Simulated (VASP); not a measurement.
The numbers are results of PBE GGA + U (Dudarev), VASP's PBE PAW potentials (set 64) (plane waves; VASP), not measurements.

A VASP calculation is set up with these files.

File POSCAR:
```
TiB2
1
    1.5453000000    -2.6765380000     0.0000000000
    1.5453000000     2.6765380000     0.0000000000
    0.0000000000     0.0000000000     3.2946000000
Ti B
1 2
Direct
  0.0000000000   0.0000000000   0.0000000000
  0.3333330000   0.6666670000   0.5000000000
  0.6666670000   0.3333330000   0.5000000000
```

**KPOINTS**
```
Automatic mesh
0
Gamma
10 10 8
0 0 0
```

### INCAR
```
LMAXMIX = 4   ! l cut-off of mixed one-centre charges
LDAUJ = 0 0
LDAU = .True.
NELM = 100   ! most electronic steps
LDAUU = 3.0 0
PREC = Accurate
LWAVE = .False.
LDAUPRINT = 1
ENCUT = 520   ! plane-wave cut-off (eV)
SIGMA = 0.1   ! width (eV)
LORBIT = 10
SYSTEM = TiB2
ISIF = 2   ! forces and stress, cell fixed
LREAL = .False.
EDIFF = 1E-6   ! SCF stop (eV)
LDAUL = 2 -1
LCHARG = .False.
ISMEAR = 1   ! Methfessel-Paxton
ALGO = Normal
GGA = PE   ! PBE
LDAUTYPE = 2   ! Dudarev
LASPH = .True.   ! aspherical one-centre terms
```

POTCAR, in this order: Ti_sv B (PBE.64 set). Program: vasp_std.

The run wrote:

### OUTCAR
```
 ion  position               nearest neighbor table
   1  0.000  0.000  0.000-   2 2.43   3 2.43   2 2.43   3 2.43   3 2.43   3 2.43   2 2.43   2 2.43
                             3 2.43   3 2.43   2 2.43   2 2.43
   2  0.333  0.667  0.500-   3 1.78   3 1.78   3 1.78   1 2.43   1 2.43   1 2.43   1 2.43   1 2.43
                             1 2.43
   3  0.667  0.333  0.500-   2 1.78   2 1.78   2 1.78   1 2.43   1 2.43   1 2.43   1 2.43   1 2.43
                             1 2.43
  LATTYP: Found a hexagonal cell.
 ALAT       =     3.0905999022
 C/A-ratio  =     1.0660066344
 Subroutine PRICEL returns:
 Original cell was already a primitive cell.
 Subroutine GETGRP returns: Found 24 space group operations
The static configuration has the point symmetry D_6h.
The dynamic configuration has the point symmetry D_6h.
 Subroutine INISYM returns: Found 24 space group operations
 Subroutine IBZKPT returns following result:
 Found     70 irreducible k-points:

 Following reciprocal coordinates:
            Coordinates               Weight
  0.000000  0.000000  0.000000      1.000000
  0.100000 -0.000000  0.000000      6.000000
  0.200000 -0.000000  0.000000      6.000000
  0.300000  0.000000  0.000000      6.000000
  0.400000  0.000000  0.000000      6.000000
  0.500000  0.000000  0.000000      3.000000
  0.100000  0.100000  0.000000      6.000000
  0.200000  0.100000  0.000000     12.000000
  0.300000  0.100000  0.000000     12.000000
  0.400000  0.100000  0.000000     12.000000
  0.200000  0.200000  0.000000      6.000000
  0.300000  0.200000  0.000000     12.000000
  0.400000  0.200000  0.000000      6.000000
  0.300000  0.300000  0.000000      6.000000
  0.000000  0.000000  0.125000      2.000000
  0.100000 -0.000000  0.125000     12.000000
  0.200000 -0.000000  0.125000     12.000000
  0.300000  0.000000  0.125000     12.000000
  0.400000  0.000000  0.125000     12.000000
...
```

**OSZICAR**
```
       N       E                     dE             d eps       ncg     rms          rms(c)
DAV:   1     0.128430492179E+03    0.12843E+03   -0.93092E+03  1825   0.156E+03
DAV:   2    -0.175741336540E+02   -0.14600E+03   -0.14200E+03  1865   0.393E+02
DAV:   3    -0.274887343231E+02   -0.99146E+01   -0.97551E+01  2708   0.947E+01
DAV:   4    -0.278331352862E+02   -0.34440E+00   -0.34400E+00  2422   0.161E+01
DAV:   5    -0.278429113149E+02   -0.97760E-02   -0.97751E-02  2627   0.246E+00    0.155E+01
DAV:   6    -0.219302020078E+02    0.59127E+01   -0.29049E+01  2480   0.603E+01    0.344E+00
DAV:   7    -0.219987383110E+02   -0.68536E-01   -0.15920E+00  2005   0.139E+01    0.262E+00
DAV:   8    -0.220053329845E+02   -0.65947E-02   -0.12588E-01  2697   0.315E+00    0.674E-01
DAV:   9    -0.220026140803E+02    0.27189E-02   -0.47039E-02  2516   0.288E+00    0.213E-01
DAV:  10    -0.220021888622E+02    0.42522E-03   -0.54593E-03  2422   0.979E-01    0.956E-02
DAV:  11    -0.220021096271E+02    0.79235E-04   -0.22840E-04  2370   0.177E-01    0.452E-02
DAV:  12    -0.220020919914E+02    0.17636E-04   -0.95275E-05  2426   0.118E-01    0.100E-02
DAV:  13    -0.220020924216E+02   -0.43026E-06   -0.54133E-06  2100   0.280E-02
   1 F= -.22002092E+02 E0= -.22001576E+02  d E =-.154907E-02
```

**OUTCAR**
```
------------------------ aborting loop because EDIFF is reached ----------------------------------------
  FORCE on cell =-STRESS in cart. coord.  units (eV):
  Direction    XX          YY          ZZ          XY          YZ          ZX
  --------------------------------------------------------------------------------------
  Total       -1.7072542     -1.7072541     -0.8014275      0.0000000      0.0000000      0.0000000
  in kB     -100.3667513   -100.3667429    -47.1146448      0.0000000      0.0000000      0.0000000
  external PRESSURE =     -82.6160464 kB  Pullay stress =       0.0000000 kB
  volume of cell :       27.25
      direct lattice vectors                 reciprocal lattice vectors
     1.545300000 -2.676538000  0.000000000     0.323561768 -0.186808482  0.000000000
     1.545300000  2.676538000  0.000000000     0.323561768  0.186808482  0.000000000
     0.000000000  0.000000000  3.294600000     0.000000000  0.000000000  0.303526984
 POSITION                                       TOTAL-FORCE (eV/Angst)
 -----------------------------------------------------------------------------------
      0.00000      0.00000      0.00000         0.000000     -0.000000     -0.000000
      1.54530      0.89218      1.64730        -0.000000      0.000000     -0.000000
      1.54530     -0.89218      1.64730         0.000000     -0.000000      0.000000
 -----------------------------------------------------------------------------------
    total drift:                               -0.000000     -0.000000      0.000000
  FREE ENERGIE OF THE ION-ELECTRON SYSTEM (eV)
  ---------------------------------------------------
  free  energy   TOTEN  =       -22.0020924216 eV

  energy  without entropy=      -22.0005433513  energy(sigma->0) =      -22.00157606

 total charge

# of ion       s       p       d       tot
------------------------------------------
    1        2.172   6.194   1.872  10.237
    2        0.671   1.281   0.000   1.952
    3        0.671   1.281   0.000   1.952
--------------------------------------------------
tot          3.514   8.755   1.872  14.140
```
(Selected blocks of OUTCAR.)

File OUTCAR:
```
 val. band max:        9.6609961042   @ k =   0.4000   0.2000   0.0000

 cond. band min:       9.6759100982   @ k =   0.1000  -0.0000   0.3750


 Fermi energy:         9.6654916252

 k-point     1 :       0.0000    0.0000    0.0000
  band No.  band energies     occupation
      1     -48.2809      2.00000
      2     -24.5826      2.00000
      3     -24.3172      2.00000
      4     -24.3172      2.00000
      5      -3.7242      2.00000
      6       7.1320      2.00000
      7       7.1463      2.00000
      8       7.1464      2.00000
      9       7.7364      2.00000
     10      11.5109     -0.00000
     11      11.5109     -0.00000
     12      13.0602      0.00000
     13      13.0602      0.00000

 k-point     2 :       0.1000   -0.0000    0.0000
  band No.  band energies     occupation
      1     -48.2770      2.00000
      2     -24.5777      2.00000
      3     -24.3477      2.00000
      4     -24.3242      2.00000
      5      -3.5402      2.00000
      6       6.5832      2.00000
      7       7.0383      2.00000
      8       7.0869      2.00000
      9       7.8262      2.00000
     10      11.4588     -0.00000
     11      11.7759      0.00000
     12      12.4181      0.00000
     13      12.5476      0.00000

 k-point     3 :       0.2000   -0.0000    0.0000
  band No.  band energies     occupation
      1     -48.2670      2.00000
      2     -24.5649      2.00000
      3     -24.4267      2.00000
      4     -24.3425      2.00000
      5      -3.0007      2.00000
      6       5.2315      2.00000
      7       6.8484      2.00000
      8       6.9027      2.00000
      9       7.9867      2.00000
     10      11.3259     -0.00000
     11      11.6974      0.00000
     12      12.0840      0.00000
     13      12.3812      0.00000

 k-point     4 :       0.3000    0.0000    0.0000
  band No.  band energies     occupation
      1     -48.2545      2.00000
      2     -24.5489      2.00000
      3     -24.5231      2.00000
...
```

The compound is TiB2 in the AlB2 type structure. The cell was not relaxed at this level. The run is one of a series of settings (LDAU = .TRUE., LDAUJ = 0 0, LDAUL = 2 -1, LDAUTYPE = 2, LDAUU = 3.0 0 against the base run), some of them coarse on purpose.
